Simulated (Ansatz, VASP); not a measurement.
# CdInCl3: VASP beside Ansatz

Aim: how closely do two programs agree when they are given the same cell, functional and k mesh? The cell is generated by rule, not measured, and may not be a known phase. The cell is taken from a series of runs on this material, whose earlier steps may have relaxed, scaled, displaced or heated it; both programs get it as it stands.

Method: plane waves, with VASP 6.6.1 beside it; relaxation of cell and atoms at PBEsol, in Ansatz 0.2.0.

The structure was built from a prototype and need not be the compound's stable phase.

**1. The starting structure**

Symmetry: Pm-3m, No. 221, cubic system. The conventional cell has a = 5.124 Å, b = 5.124 Å, c = 5.124 Å, α = 90.00°, β = 90.00°, γ = 90.00°. Nearest to In lie 12 Cl at 3.62 Å. Nearest to Cd lie 6 Cl at 2.56 Å. Cl has 2 Cd at 2.56 Å nearest. Farther neighbours and most contacts between anions are not listed.

Coordinates:

```xyz
5
Lattice="5.1243 0.0000 0.0000 0.0000 5.1243 0.0000 0.0000 0.0000 5.1243" Properties=species:S:1:pos:R:3 pbc="T T T"
In    0.0000    0.0000    0.0000
Cd    2.5622    2.5622    2.5622
Cl    2.5622    2.5622    0.0000
Cl    2.5622    0.0000    2.5622
Cl    0.0000    2.5622    2.5622
```

**2. VASP: relaxation of cell and atoms, PBEsol**

The relaxed volume is the usual yardstick between codes: in a stiff, nearly cubic crystal its relative difference is about their pressure difference at one cell divided by the bulk modulus.

Lines of VASP's logs that name or quote its potential files are left out, and so is its time.

Input file INCAR:

```
SYSTEM = CdInCl3
PREC = Accurate
ENCUT = 500
EDIFF = 1E-07
NELM = 120
ISMEAR = 0
SIGMA = 0.02
LREAL = .FALSE.
ALGO = Normal
GGA = PS
NBANDS = 29
LORBIT = 11
LWAVE = .FALSE.
LCHARG = .FALSE.
ISIF = 3
IBRION = 2
NSW = 80
EDIFFG = -0.005
LASPH = .TRUE.
GGA_COMPAT = .FALSE.
NELMIN = 4
EFERMI = MIDGAP
KPAR = 2
```

Input file POSCAR:

```
CdInCl3
1.0
    5.1243190000      0.0000000000      0.0000000000
    0.0000000000      5.1243190000      0.0000000000
    0.0000000000      0.0000000000      5.1243190000
In Cd Cl
1 1 3
Direct
    0.0000000000      0.0000000000      0.0000000000
    0.4999999024      0.4999999024      0.4999999024
    0.4999999024      0.4999999024      0.0000000000
    0.4999999024      0.0000000000      0.4999999024
    0.0000000000      0.4999999024      0.4999999024
```

Input file KPOINTS:

```
Automatic mesh
0
Gamma
6 6 6
0 0 0
```

The projector-augmented-wave data sets are In_d, Cd and Cl (PBE family, release 64).

Run with:

```sh
$ mpirun -np 2 vasp_std
```

Numbers of over 12 decimals in the logs are rounded to 6 here.

What it wrote:

```text
[banner, memory and clock lines left out]
running    2 mpi-ranks, on    1 nodes
 distrk:  each k-point on    1 cores,    2 groups
 distr:  one band on    1 cores,    1 groups

 POSCAR found type information on POSCAR InCdCl
 POSCAR found :  3 types and       5 ions
|                                                                             |
|               ----> ADVICE to this user running VASP <----                  |
|                                                                             |
|     You enforced a specific xc type in the INCAR file but a different       |
|     [... a line on the potential file left out ...]
|     I HOPE YOU KNOW WHAT YOU ARE DOING!                                     |
|                                                                             |

 LDA part: xc-table for (Slater+PW92), standard interpolation
 POSCAR, INCAR and KPOINTS ok, starting setup
 FFT: planning ... GRIDC
 FFT: planning ... GRID_SOFT
 FFT: planning ... GRID
 WAVECAR not read
 entering main loop
       N       E                     dE             d eps       ncg     rms          rms(c)
DAV:   1     0.433956880164E+03    0.43396E+03   -0.20661E+04  1160   0.156E+03
DAV:   2     0.385459862607E+02   -0.39541E+03   -0.37920E+03  1296   0.405E+02
DAV:   3    -0.131184440927E+02   -0.51664E+02   -0.50019E+02  1502   0.140E+02
DAV:   4    -0.154544315197E+02   -0.23360E+01   -0.23311E+01  1326   0.309E+01
DAV:   5    -0.155532843472E+02   -0.98853E-01   -0.98832E-01  1623   0.673E+00    0.980E+00
DAV:   6    -0.146673943349E+02    0.88589E+00   -0.17606E+00  1502   0.132E+01    0.766E+00
DAV:   7    -0.145860659356E+02    0.81328E-01   -0.71796E-01  1412   0.502E+00    0.357E+00
DAV:   8    -0.145831215079E+02    0.29444E-02   -0.13411E-01  1305   0.349E+00    0.671E-01
DAV:   9    -0.145806585211E+02    0.24630E-02   -0.24068E-02  1488   0.177E+00    0.338E-01
DAV:  10    -0.145807821157E+02   -0.12359E-03   -0.26956E-03  1448   0.380E-01    0.138E-01
DAV:  11    -0.145807016260E+02    0.80490E-04   -0.72961E-04  1513   0.254E-01    0.573E-02
DAV:  12    -0.145807157669E+02   -0.14141E-04   -0.13385E-04  1340   0.942E-02    0.300E-02
DAV:  13    -0.145807150957E+02    0.67127E-06   -0.12306E-05  1383   0.302E-02    0.261E-02
DAV:  14    -0.145807131507E+02    0.19449E-05   -0.50039E-06  1478   0.191E-02    0.611E-03
DAV:  15    -0.145807130381E+02    0.11264E-06   -0.26271E-06  1419   0.124E-02    0.206E-03
DAV:  16    -0.145807129913E+02    0.46767E-07   -0.17923E-07   930   0.331E-03
   1 F= -.14580713E+02 E0= -.14580713E+02  d E =-.145807E+02
 curvature:   0.00 expect dE= 0.000E+00 dE for cont linesearch  0.000E+00
 trial: gam= 0.00000 g(F)=  0.000E+00 g(S)=  0.532E-03 ort = 0.000E+00 (trialstep = 0.100E+01)
 search vector abs. value=  0.532E-03
 bond charge predicted
       N       E                     dE             d eps       ncg     rms          rms(c)
DAV:   1    -0.145873771662E+02   -0.66641E-02   -0.15273E-01  1408   0.399E+00    0.521E-01
DAV:   2    -0.145817715872E+02    0.56056E-02   -0.13285E-02  1393   0.127E+00    0.195E-01
DAV:   3    -0.145810586822E+02    0.71290E-03   -0.25147E-03  1373   0.449E-01    0.137E-01
DAV:   4    -0.145810041017E+02    0.54580E-04   -0.12193E-04  1413   0.892E-02    0.321E-02
DAV:   5    -0.145809946115E+02    0.94902E-05   -0.23264E-05  1606   0.455E-02    0.105E-02
DAV:   6    -0.145809939305E+02    0.68099E-06   -0.17654E-06  1336   0.123E-02    0.483E-03
DAV:   7    -0.145809938931E+02    0.37428E-07   -0.53651E-08   725   0.221E-03
   2 F= -.14580994E+02 E0= -.14580994E+02  d E =-.280902E-03
 trial-energy change:   -0.000281  1 .order   -0.000280   -0.000532   -0.000028
 step:   1.0559(harm=  1.0559)  dis= 0.00000  next Energy=   -14.580994 (dE=-0.281E-03)
 reached required accuracy - stopping structural energy minimisation
```

Parts of OUTCAR (step 2):

```text
ion  position               nearest neighbor table
   1  0.000  0.000  0.000-
   2  0.500  0.500  0.500-   3 2.56   4 2.56   5 2.56   5 2.56   4 2.56   3 2.56
   3  0.500  0.500  0.000-   2 2.56   2 2.56
   4  0.500  0.000  0.500-   2 2.56   2 2.56
   5  0.000  0.500  0.500-   2 2.56   2 2.56

  LATTYP: Found a simple cubic cell.
 ALAT       =     5.1243190000

 Subroutine GETGRP returns: Found 48 space group operations
 (whereof 48 operations were pure point group operations)

The static configuration has the point symmetry O_h .

 Found     20 irreducible k-points:

   k-points           NKPTS =     20   k-points in BZ     NKDIM =     20   number of bands    NBANDS=     29

   dimension x,y,z NGX =    40 NGY =   40 NGZ =   40
   dimension x,y,z NGXF=    80 NGYF=   80 NGZF=   80

   ENCUT  =  500.0 eV  36.75 Ry    6.06 a.u.   9.34  9.34  9.34*2*pi/ulx,y,z

   NELECT =      46.0000    total number of electrons

 k-points in reciprocal lattice and weights: Automatic mesh
   0.00000000  0.00000000  0.00000000       0.005
   0.16666667  0.00000000  0.00000000       0.028
   0.33333333  0.00000000  0.00000000       0.028
   0.50000000  0.00000000  0.00000000       0.014
   0.16666667  0.16666667  0.00000000       0.056
   0.33333333  0.16666667  0.00000000       0.111
   0.50000000  0.16666667  0.00000000       0.056
   0.33333333  0.33333333  0.00000000       0.056
   0.50000000  0.33333333  0.00000000       0.056
[...]
0.50000000  0.50000000  0.33333333       0.028
   0.50000000  0.50000000  0.50000000       0.005

 average (electrostatic) potential at core
       1 -98.3908       2 -38.9020       3 -93.1356       4 -93.1356       5 -93.1356

 E-fermi :   1.6714

 k-point     1 :       0.0000    0.0000    0.0000
  band No.  band energies     occupation
    ...
     19      -0.2679      2.00000
     20      -0.2679      2.00000
     21      -0.1984      2.00000
     22      -0.1984      2.00000
     23      -0.1984      2.00000
     24       2.5590      0.00000
     25       6.5702      0.00000
     26       6.5702      0.00000
     27       6.5702      0.00000
     28       8.1916      0.00000
    ...

 k-point     2 :       0.1667    0.0000    0.0000
  band No.  band energies     occupation
    ...
     19      -0.3070      2.00000
     20      -0.3070      2.00000
     21      -0.2049      2.00000
     22      -0.2049      2.00000
     23      -0.0301      2.00000
     24       3.1323      0.00000
     25       5.8218      0.00000
     26       6.3470      0.00000
     27       6.3470      0.00000
     28       8.5014      0.00000
    ...

 k-point     3 :       0.3333    0.0000    0.0000
  band No.  band energies     occupation
    ...
     19      -0.4382      2.00000
     20      -0.3939      2.00000
     21      -0.1773      2.00000
     22      -0.1773      2.00000
     23       0.4219      2.00000
     24       4.4246      0.00000
     25       4.8064      0.00000
     26       5.9983      0.00000
     27       5.9983      0.00000
     28       9.2767      0.00000
    ...

  Total        0.0071768      0.0071768      0.0071768     -0.0000000     -0.0000000      0.0000000
  in kB        0.0851199      0.0851199      0.0851199     -0.0000000     -0.0000000      0.0000000
  external PRESSURE =       0.0851199 kB  Pullay stress =       0.0000000 kB

  energy-cutoff  :      500.00
  volume of cell :      135.09
      direct lattice vectors                 reciprocal lattice vectors
     5.131024143 -0.000000000  0.000000000     0.194892866 -0.000000000  0.000000000
     0.000000000  5.131024143  0.000000000     0.000000000  0.194892866  0.000000000
    -0.000000000 -0.000000000  5.131024143    -0.000000000 -0.000000000  0.194892866

 POSITION                                       TOTAL-FORCE (eV/Angst)
 -----------------------------------------------------------------------------------
      0.00000      0.00000      0.00000        -0.000000      0.000000      0.000000
      2.56551      2.56551      2.56551         0.000000     -0.000000      0.000000
      2.56551      2.56551      0.00000         0.000000      0.000000      0.000000
      2.56551     -0.00000      2.56551        -0.000000     -0.000000      0.000000
      0.00000      2.56551      2.56551         0.000000     -0.000000      0.000000
 -----------------------------------------------------------------------------------
    total drift:                                0.001245      0.001245      0.001245

  FREE ENERGIE OF THE ION-ELECTRON SYSTEM (eV)
  ---------------------------------------------------
  free  energy   TOTEN  =       -14.5809938931 eV

  energy  without entropy=      -14.5809938931  energy(sigma->0) =      -14.58099389

 reached required accuracy - stopping structural energy minimisation

 total charge
# of ion       s       p       d       tot
------------------------------------------
    1        1.208   0.073   9.846  11.127
    2        0.341   0.272   9.621  10.234
    3        1.588   3.499   0.000   5.087
    4        1.588   3.499   0.000   5.087
    5        1.588   3.499   0.000   5.087
--------------------------------------------------
tot          6.314  10.842  19.467  36.623

[... 3 further parts left out ...]
```

CONTCAR:

```
CdInCl3
   1.00000000000000
     5.1310241434485775   -0.0000000000000000    0.0000000000000000
     0.0000000000000000    5.1310241434485775    0.0000000000000000
    -0.0000000000000000   -0.0000000000000000    5.1310241434485775
  In              Cd              Cl
     1     1     3
Direct
     0.0000000000000000    0.0000000000000000    0.0000000000000000
     0.4999999023999990    0.4999999023999990    0.4999999023999990
     0.4999999023999990    0.4999999023999990    0.0000000000000000
     0.4999999023999990    0.0000000000000000    0.4999999023999990
     0.0000000000000000    0.4999999023999990    0.4999999023999990
```

[end of part 1 of 2]

[Lines on the potential files, build, host, timing and source positions are cut from VASP's logs without a mark.]

[Logs are printed without paths, hosts, clocks, repeated set-up lines and the standing remarks that a program may print on its own settings, such as how far it seeks lower states.]

[Hosts, paths, dates, database ids (printed as entryN), source tags and the programs' standing remarks are cut or masked in the printed files.]
